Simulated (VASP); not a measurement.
All values below come from PBE GGA, VASP's PBE PAW potentials (set 64) (plane waves; VASP).

Input for VASP

File KPOINTS:
```
Automatic mesh
0
Gamma
6 6 3
0 0 0
```

### POSCAR
```
TiSe
1
    4.3158850000     0.0000000000     0.0000000000
   -2.1579420000     3.7376660000     0.0000000000
    0.0000000000     0.0000000000     7.0684230000
Ti Se
2 2
Direct
  0.6666670000   0.3333330000   0.0000000000
  0.3333330000   0.6666670000   0.5000000000
  0.6666670000   0.3333330000   0.6252000000
  0.3333330000   0.6666670000   0.1252000000
```

### INCAR
```
SYSTEM = TiSe
PREC = Accurate
ENCUT = 400
EDIFF = 1E-6
NELM = 100
ALGO = VeryFast
LREAL = .FALSE.
LASPH = .TRUE.
ISMEAR = 0
SIGMA = 0.05
GGA = PE
LMAXMIX = 4
LWAVE = .FALSE.
LCHARG = .FALSE.
ISIF = 2
```

POTCAR, in this order: Ti_sv Se (PBE.64 set). Program: vasp_std.

The resulting files:

**OSZICAR**
```
...
RMM:  12    -0.273412994574E+02   -0.18390E+00   -0.18387E+00  1204   0.508E+00    0.126E+01
RMM:  13    -0.233487489832E+02    0.39926E+01   -0.29787E+01  1116   0.359E+01    0.322E+00
RMM:  14    -0.235851608416E+02   -0.23641E+00   -0.43631E+00  1022   0.132E+01    0.201E+00
RMM:  15    -0.239243364668E+02   -0.33918E+00   -0.37318E+00  1017   0.762E+00    0.137E+00
RMM:  16    -0.239833170727E+02   -0.58981E-01   -0.10447E+00  1021   0.794E+00    0.107E+00
RMM:  17    -0.240263425628E+02   -0.43025E-01   -0.92021E-01   971   0.461E+00    0.355E-01
RMM:  18    -0.241213617943E+02   -0.95019E-01   -0.10381E+00  1059   0.332E+00    0.583E-01
RMM:  19    -0.241865579912E+02   -0.65196E-01   -0.47745E-01  1018   0.334E+00    0.136E+00
RMM:  20    -0.241677977461E+02    0.18760E-01   -0.29229E-01   997   0.360E+00    0.349E-01
RMM:  21    -0.242091991568E+02   -0.41401E-01   -0.43464E-01  1167   0.211E+00    0.463E-01
RMM:  22    -0.242238729286E+02   -0.14674E-01   -0.15259E-01  1187   0.154E+00    0.531E-01
RMM:  23    -0.242396876423E+02   -0.15815E-01   -0.16339E-01  1190   0.128E+00    0.652E-01
RMM:  24    -0.242479239782E+02   -0.82363E-02   -0.86899E-02  1163   0.110E+00    0.694E-01
RMM:  25    -0.242577342179E+02   -0.98102E-02   -0.10107E-01  1176   0.945E-01    0.769E-01
RMM:  26    -0.242618694377E+02   -0.41352E-02   -0.50558E-02  1070   0.891E-01    0.686E-01
RMM:  27    -0.242687045480E+02   -0.68351E-02   -0.76372E-02  1098   0.770E-01    0.667E-01
RMM:  28    -0.242720991290E+02   -0.33946E-02   -0.32692E-02  1172   0.613E-01    0.768E-01
RMM:  29    -0.242762969725E+02   -0.41978E-02   -0.44055E-02  1133   0.526E-01    0.805E-01
RMM:  30    -0.242787862088E+02   -0.24892E-02   -0.24486E-02  1163   0.447E-01    0.854E-01
RMM:  31    -0.242815868548E+02   -0.28006E-02   -0.28614E-02  1142   0.383E-01    0.873E-01
RMM:  32    -0.242834364098E+02   -0.18496E-02   -0.18633E-02  1158   0.343E-01    0.894E-01
RMM:  33    -0.242855962821E+02   -0.21599E-02   -0.21420E-02  1156   0.312E-01    0.919E-01
RMM:  34    -0.242870317325E+02   -0.14355E-02   -0.14572E-02  1128   0.280E-01    0.927E-01
RMM:  35    -0.242886075864E+02   -0.15759E-02   -0.16255E-02  1128   0.253E-01    0.937E-01
RMM:  36    -0.242897410055E+02   -0.11334E-02   -0.11583E-02  1106   0.226E-01    0.942E-01
RMM:  37    -0.242908283990E+02   -0.10874E-02   -0.12693E-02  1095   0.231E-01    0.921E-01
RMM:  38    -0.242915460396E+02   -0.71764E-03   -0.94528E-03  1108   0.227E-01    0.881E-01
RMM:  39    -0.242922423426E+02   -0.69630E-03   -0.98409E-03  1135   0.210E-01    0.827E-01
RMM:  40    -0.242929453573E+02   -0.70301E-03   -0.75312E-03  1147   0.164E-01    0.818E-01
RMM:  41    -0.242937301495E+02   -0.78479E-03   -0.76878E-03  1049   0.144E-01    0.829E-01
RMM:  42    -0.242943278983E+02   -0.59775E-03   -0.60199E-03   992   0.133E-01    0.832E-01
RMM:  43    -0.242948640207E+02   -0.53612E-03   -0.61835E-03  1082   0.130E-01    0.817E-01
RMM:  44    -0.242953992609E+02   -0.53524E-03   -0.48488E-03  1023   0.118E-01    0.831E-01
RMM:  45    -0.242959878384E+02   -0.58858E-03   -0.50699E-03  1080   0.120E-01    0.853E-01
RMM:  46    -0.242962842363E+02   -0.29640E-03   -0.38819E-03  1029   0.108E-01    0.839E-01
RMM:  47    -0.242966090415E+02   -0.32481E-03   -0.40886E-03  1023   0.106E-01    0.828E-01
RMM:  48    -0.242967669041E+02   -0.15786E-03   -0.31988E-03  1127   0.120E-01    0.797E-01
RMM:  49    -0.242969500136E+02   -0.18311E-03   -0.34913E-03  1152   0.141E-01    0.754E-01
RMM:  50    -0.242970713579E+02   -0.12134E-03   -0.27583E-03  1164   0.138E-01    0.702E-01
RMM:  51    -0.242968564196E+02    0.21494E-03   -0.29865E-03  1197   0.207E-01    0.553E-01
RMM:  52    -0.242966482679E+02    0.20815E-03   -0.30186E-03  1206   0.248E-01    0.363E-01
RMM:  53    -0.242966989465E+02   -0.50679E-04   -0.29250E-03  1211   0.208E-01    0.211E-01
RMM:  54    -0.242968419135E+02   -0.14297E-03   -0.21437E-03  1129   0.150E-01    0.117E-01
RMM:  55    -0.242970121852E+02   -0.17027E-03   -0.19115E-03  1118   0.108E-01    0.706E-02
RMM:  56    -0.242971551843E+02   -0.14300E-03   -0.15098E-03   999   0.876E-02    0.540E-02
RMM:  57    -0.242973027503E+02   -0.14757E-03   -0.15374E-03   993   0.810E-02    0.581E-02
RMM:  58    -0.242974084625E+02   -0.10571E-03   -0.11841E-03   923   0.820E-02    0.806E-02
RMM:  59    -0.242975443361E+02   -0.13587E-03   -0.13387E-03   967   0.729E-02    0.103E-01
RMM:  60    -0.242976358002E+02   -0.91464E-04   -0.96478E-04   814   0.543E-02    0.103E-01
RMM:  61    -0.242977366535E+02   -0.10085E-03   -0.10444E-03   672   0.469E-02    0.104E-01
RMM:  62    -0.242978191751E+02   -0.82522E-04   -0.81577E-04   720   0.479E-02    0.111E-01
RMM:  63    -0.242978769576E+02   -0.57782E-04   -0.88783E-04  1032   0.926E-02    0.127E-01
RMM:  64    -0.242979524347E+02   -0.75477E-04   -0.77797E-04   728   0.441E-02    0.126E-01
RMM:  65    -0.242980209627E+02   -0.68528E-04   -0.69659E-04   661   0.371E-02    0.125E-01
RMM:  66    -0.242980770083E+02   -0.56046E-04   -0.61001E-04   757   0.407E-02    0.121E-01
RMM:  67    -0.242981317249E+02   -0.54717E-04   -0.56798E-04   856   0.457E-02    0.111E-01
RMM:  68    -0.242982031210E+02   -0.71396E-04   -0.49605E-04  1002   0.600E-02    0.121E-01
RMM:  69    -0.242982449548E+02   -0.41834E-04   -0.57295E-04  1056   0.858E-02    0.615E-02
RMM:  70    -0.242983112875E+02   -0.66333E-04   -0.64192E-04   921   0.613E-02    0.297E-02
RMM:  71    -0.242983426474E+02   -0.31360E-04   -0.32145E-04   837   0.457E-02    0.180E-02
RMM:  72    -0.242983799605E+02   -0.37313E-04   -0.41137E-04   896   0.456E-02    0.158E-02
RMM:  73    -0.242984110150E+02   -0.31054E-04   -0.32479E-04   721   0.282E-02    0.166E-02
RMM:  74    -0.242984394319E+02   -0.28417E-04   -0.30115E-04   571   0.243E-02    0.134E-02
RMM:  75    -0.242984639130E+02   -0.24481E-04   -0.25960E-04   653   0.272E-02    0.620E-03
RMM:  76    -0.242984879896E+02   -0.24077E-04   -0.24727E-04   567   0.235E-02    0.341E-03
RMM:  77    -0.242985092352E+02   -0.21246E-04   -0.21921E-04   613   0.236E-02    0.127E-03
RMM:  78    -0.242985295641E+02   -0.20329E-04   -0.20913E-04   579   0.218E-02    0.252E-03
RMM:  79    -0.242985474583E+02   -0.17894E-04   -0.18631E-04   481   0.191E-02    0.162E-03
RMM:  80    -0.242985641983E+02   -0.16740E-04   -0.17377E-04   448   0.177E-02    0.140E-03
RMM:  81    -0.242985793793E+02   -0.15181E-04   -0.15796E-04   396   0.172E-02    0.141E-03
RMM:  82    -0.242985934098E+02   -0.14030E-04   -0.14634E-04   433   0.168E-02    0.956E-04
RMM:  83    -0.242986064440E+02   -0.13034E-04   -0.13610E-04   450   0.164E-02    0.116E-03
RMM:  84    -0.242986183323E+02   -0.11888E-04   -0.12390E-04   383   0.153E-02    0.126E-03
RMM:  85    -0.242986293362E+02   -0.11004E-04   -0.11510E-04   410   0.151E-02    0.131E-03
RMM:  86    -0.242986394529E+02   -0.10117E-04   -0.10594E-04   443   0.149E-02    0.118E-03
RMM:  87    -0.242986488258E+02   -0.93729E-05   -0.98212E-05   475   0.144E-02    0.109E-03
RMM:  88    -0.242986574006E+02   -0.85748E-05   -0.90333E-05   448   0.138E-02    0.868E-04
RMM:  89    -0.242986653633E+02   -0.79627E-05   -0.83737E-05   431   0.135E-02    0.751E-04
RMM:  90    -0.242986727050E+02   -0.73417E-05   -0.77250E-05   442   0.132E-02    0.620E-04
RMM:  91    -0.242986795055E+02   -0.68006E-05   -0.71788E-05   447   0.129E-02    0.578E-04
RMM:  92    -0.242986857893E+02   -0.62837E-05   -0.66213E-05   418   0.123E-02    0.640E-04
RMM:  93    -0.242986915667E+02   -0.57775E-05   -0.61069E-05   395   0.120E-02    0.658E-04
RMM:  94    -0.242986969140E+02   -0.53472E-05   -0.56639E-05   394   0.119E-02    0.743E-04
RMM:  95    -0.242987018712E+02   -0.49572E-05   -0.52631E-05   402   0.115E-02    0.841E-04
RMM:  96    -0.242987064818E+02   -0.46106E-05   -0.48960E-05   390   0.112E-02    0.918E-04
RMM:  97    -0.242987107218E+02   -0.42401E-05   -0.45065E-05   400   0.108E-02    0.105E-03
RMM:  98    -0.242987146238E+02   -0.39020E-05   -0.41814E-05   392   0.108E-02    0.839E-04
RMM:  99    -0.242987182802E+02   -0.36564E-05   -0.39421E-05   525   0.110E-02    0.706E-04
RMM: 100    -0.242987216767E+02   -0.33965E-05   -0.36287E-05   417   0.101E-02
   1 F= -.24298722E+02 E0= -.24290625E+02  d E =-.161927E-01
```

**OUTCAR**
```
------------------------ aborting loop EDIFF was not reached (unconverged)  ----------------------------
  FORCE on cell =-STRESS in cart. coord.  units (eV):
  Direction    XX          YY          ZZ          XY          YZ          ZX
  --------------------------------------------------------------------------------------
  Total       -6.1198612     -6.1198610     -5.9460686     -0.0000008     -0.0000000      0.0000000
  in kB      -85.9922415    -85.9922392    -83.5502225     -0.0000115     -0.0000000      0.0000000
  external PRESSURE =     -85.1782344 kB  Pullay stress =       0.0000000 kB
  volume of cell :      114.02
      direct lattice vectors                 reciprocal lattice vectors
     4.315885000  0.000000000  0.000000000     0.231702189  0.133773292  0.000000000
    -2.157942000  3.737666000  0.000000000     0.000000000  0.267546645  0.000000000
     0.000000000  0.000000000  7.068423000     0.000000000  0.000000000  0.141474272
 POSITION                                       TOTAL-FORCE (eV/Angst)
 -----------------------------------------------------------------------------------
      2.15794      1.24589      0.00000         0.000000      0.000000     -0.255387
     -0.00000      2.49178      3.53421        -0.000000      0.000000     -0.255387
      2.15794      1.24589      4.41918        -0.000000      0.000000      0.255387
     -0.00000      2.49178      0.88497         0.000000     -0.000000      0.255387
 -----------------------------------------------------------------------------------
    total drift:                                0.000970     -0.000560     -0.000240
  FREE ENERGIE OF THE ION-ELECTRON SYSTEM (eV)
  ---------------------------------------------------
  free  energy   TOTEN  =       -24.2987216767 eV

  energy  without entropy=      -24.2825289455  energy(sigma->0) =      -24.29062531
```
(Selected blocks of OUTCAR.)

stdout:
```
...
RMM:  81    -0.242985793793E+02   -0.15181E-04   -0.15796E-04   396   0.172E-02    0.141E-03
RMM:  82    -0.242985934098E+02   -0.14030E-04   -0.14634E-04   433   0.168E-02    0.956E-04
RMM:  83    -0.242986064440E+02   -0.13034E-04   -0.13610E-04   450   0.164E-02    0.116E-03
RMM:  84    -0.242986183323E+02   -0.11888E-04   -0.12390E-04   383   0.153E-02    0.126E-03
RMM:  85    -0.242986293362E+02   -0.11004E-04   -0.11510E-04   410   0.151E-02    0.131E-03
RMM:  86    -0.242986394529E+02   -0.10117E-04   -0.10594E-04   443   0.149E-02    0.118E-03
RMM:  87    -0.242986488258E+02   -0.93729E-05   -0.98212E-05   475   0.144E-02    0.109E-03
RMM:  88    -0.242986574006E+02   -0.85748E-05   -0.90333E-05   448   0.138E-02    0.868E-04
RMM:  89    -0.242986653633E+02   -0.79627E-05   -0.83737E-05   431   0.135E-02    0.751E-04
RMM:  90    -0.242986727050E+02   -0.73417E-05   -0.77250E-05   442   0.132E-02    0.620E-04
RMM:  91    -0.242986795055E+02   -0.68006E-05   -0.71788E-05   447   0.129E-02    0.578E-04
RMM:  92    -0.242986857893E+02   -0.62837E-05   -0.66213E-05   418   0.123E-02    0.640E-04
RMM:  93    -0.242986915667E+02   -0.57775E-05   -0.61069E-05   395   0.120E-02    0.658E-04
RMM:  94    -0.242986969140E+02   -0.53472E-05   -0.56639E-05   394   0.119E-02    0.743E-04
RMM:  95    -0.242987018712E+02   -0.49572E-05   -0.52631E-05   402   0.115E-02    0.841E-04
RMM:  96    -0.242987064818E+02   -0.46106E-05   -0.48960E-05   390   0.112E-02    0.918E-04
RMM:  97    -0.242987107218E+02   -0.42401E-05   -0.45065E-05   400   0.108E-02    0.105E-03
RMM:  98    -0.242987146238E+02   -0.39020E-05   -0.41814E-05   392   0.108E-02    0.839E-04
RMM:  99    -0.242987182802E+02   -0.36564E-05   -0.39421E-05   525   0.110E-02    0.706E-04
RMM: 100    -0.242987216767E+02   -0.33965E-05   -0.36287E-05   417   0.101E-02

 -----------------------------------------------------------------------------
|                                                                             |
|           W    W    AA    RRRRR   N    N  II  N    N   GGGG   !!!           |
|           W    W   A  A   R    R  NN   N  II  NN   N  G    G  !!!           |
|           W    W  A    A  R    R  N N  N  II  N N  N  G       !!!           |
|           W WW W  AAAAAA  RRRRR   N  N N  II  N  N N  G  GGG   !            |
|           WW  WW  A    A  R   R   N   NN  II  N   NN  G    G                |
|           W    W  A    A  R    R  N    N  II  N    N   GGGG   !!!           |
|                                                                             |
|     The electronic self-consistency was not achieved in the given           |
|     number of steps (NELM). The forces and other quantities evaluated       |
|     might not be reliable so examine the results carefully. If you find     |
|     spurious results, we suggest increasing NELM, if you were close to      |
|     convergence or switching to a different ALGO or adjusting the           |
|     density mixing parameters otherwise.                                    |
|                                                                             |
 -----------------------------------------------------------------------------

   1 F= -.24298722E+02 E0= -.24290625E+02  d E =-.161927E-01
```

The run did not converge; its last values are not results.

The structure was generated: TiSe was put into the wurtzite type (P6_3mc), which need not be its known phase. The cell was not relaxed at this level. The run is one of a series of settings (ALGO = VeryFast against the base run), some of them coarse on purpose.
